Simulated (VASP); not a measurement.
Method: AM05 GGA, VASP's PBE PAW potentials (set 64) (plane waves; VASP).

VASP ran on this input.

File KPOINTS:
```
Automatic mesh
0
Gamma
13 13 13
0 0 0
```

**POSCAR**
```
NiAl
1
    2.8919027260     0.0000000000     0.0000000000
    0.0000000000     2.8919027260     0.0000000000
    0.0000000000     0.0000000000     2.8919027260
Al Ni
1 1
Direct
  0.5000000000   0.5000000000   0.5000000000
  0.0000000000   0.0000000000   0.0000000000
```

**INCAR**
```
ALGO  =  Normal
EDIFF  =  1E-7
ENCUT  =  520
GGA  =  AM
ISIF  =  2
ISMEAR  =  1
LASPH  =  .TRUE.
LCHARG  =  .FALSE.
LMAXMIX  =  4
LREAL  =  .FALSE.
LWAVE  =  .FALSE.
NELM  =  100
PREC  =  Accurate
SIGMA  =  0.1
SYSTEM  =  NiAl
```

POTCAR, in this order: Al Ni (PBE.64 set). Program: vasp_std.

Output of the run:

### OUTCAR
```
 ion  position               nearest neighbor table
   1  0.500  0.500  0.500-   2 2.50   2 2.50   2 2.50   2 2.50   2 2.50   2 2.50   2 2.50   2 2.50
  LATTYP: Found a simple cubic cell.
 ALAT       =     2.8919027260
 Subroutine PRICEL returns:
 Original cell was already a primitive cell.
 Subroutine GETGRP returns: Found 48 space group operations
The static configuration has the point symmetry O_h .
The dynamic configuration has the point symmetry O_h .
 Subroutine INISYM returns: Found 48 space group operations
 Subroutine IBZKPT returns following result:
 Found     84 irreducible k-points:

 Following reciprocal coordinates:
            Coordinates               Weight
  0.000000  0.000000  0.000000      1.000000
  0.076923  0.000000  0.000000      6.000000
  0.153846  0.000000  0.000000      6.000000
  0.230769  0.000000  0.000000      6.000000
  0.307692  0.000000  0.000000      6.000000
  0.384615  0.000000  0.000000      6.000000
  0.461538  0.000000  0.000000      6.000000
  0.076923  0.076923  0.000000     12.000000
  0.153846  0.076923  0.000000     24.000000
  0.230769  0.076923  0.000000     24.000000
...
```

OSZICAR:
```
       N       E                     dE             d eps       ncg     rms          rms(c)
DAV:   1     0.406997800809E+02    0.40700E+02   -0.57956E+03  1680   0.137E+03
DAV:   2    -0.115031162025E+02   -0.52203E+02   -0.49474E+02  1684   0.208E+02
DAV:   3    -0.128089741113E+02   -0.13059E+01   -0.12902E+01  2016   0.426E+01
DAV:   4    -0.128298381265E+02   -0.20864E-01   -0.20850E-01  1930   0.483E+00
DAV:   5    -0.128304698671E+02   -0.63174E-03   -0.63171E-03  1894   0.877E-01    0.124E+01
DAV:   6    -0.148815226887E+02   -0.20511E+01   -0.63761E+01  1878   0.137E+02    0.163E+01
DAV:   7    -0.112963073020E+02    0.35852E+01   -0.17708E+01  1858   0.814E+01    0.120E+00
DAV:   8    -0.112837078105E+02    0.12599E-01   -0.47476E-01  2102   0.879E+00    0.101E+00
DAV:   9    -0.112686324616E+02    0.15075E-01   -0.53009E-02  1958   0.367E+00    0.202E-01
DAV:  10    -0.112681730615E+02    0.45940E-03   -0.14690E-03  1928   0.569E-01    0.767E-02
DAV:  11    -0.112681675752E+02    0.54863E-05   -0.50393E-05  2010   0.756E-02    0.278E-02
DAV:  12    -0.112681667506E+02    0.82458E-06   -0.41307E-06  2130   0.370E-02    0.497E-03
DAV:  13    -0.112681663188E+02    0.43184E-06   -0.24680E-07  1094   0.580E-03    0.178E-03
DAV:  14    -0.112681662874E+02    0.31408E-07   -0.19197E-07   928   0.437E-03
   1 F= -.11268166E+02 E0= -.11268258E+02  d E =0.273717E-03
```

### OUTCAR
```
------------------------ aborting loop because EDIFF is reached ----------------------------------------
  FORCE on cell =-STRESS in cart. coord.  units (eV):
  Direction    XX          YY          ZZ          XY          YZ          ZX
  --------------------------------------------------------------------------------------
  Total       -0.7765572     -0.7765572     -0.7765572      0.0000000     -0.0000000      0.0000000
  in kB      -51.4437908    -51.4437908    -51.4437908      0.0000000     -0.0000000      0.0000000
  external PRESSURE =     -51.4437908 kB  Pullay stress =       0.0000000 kB
  volume of cell :       24.19
      direct lattice vectors                 reciprocal lattice vectors
     2.891902726  0.000000000  0.000000000     0.345793097  0.000000000  0.000000000
     0.000000000  2.891902726  0.000000000     0.000000000  0.345793097  0.000000000
     0.000000000  0.000000000  2.891902726     0.000000000  0.000000000  0.345793097
 POSITION                                       TOTAL-FORCE (eV/Angst)
 -----------------------------------------------------------------------------------
      1.44595      1.44595      1.44595         0.000000      0.000000      0.000000
      0.00000      0.00000      0.00000         0.000000      0.000000      0.000000
 -----------------------------------------------------------------------------------
    total drift:                                0.000000      0.000000      0.000000
  FREE ENERGIE OF THE ION-ELECTRON SYSTEM (eV)
  ---------------------------------------------------
  free  energy   TOTEN  =       -11.2681662874 eV

  energy  without entropy=      -11.2684400042  energy(sigma->0) =      -11.26825753
```
(Selected blocks of OUTCAR.)

The compound is NiAl in the CsCl type structure. This cell is one point of a volume scan, at 1.03 of the reference volume. The run is not spin-polarised, so no magnetic state was tried. The electron count is odd and the run is not spin-polarised, which forces a metal.
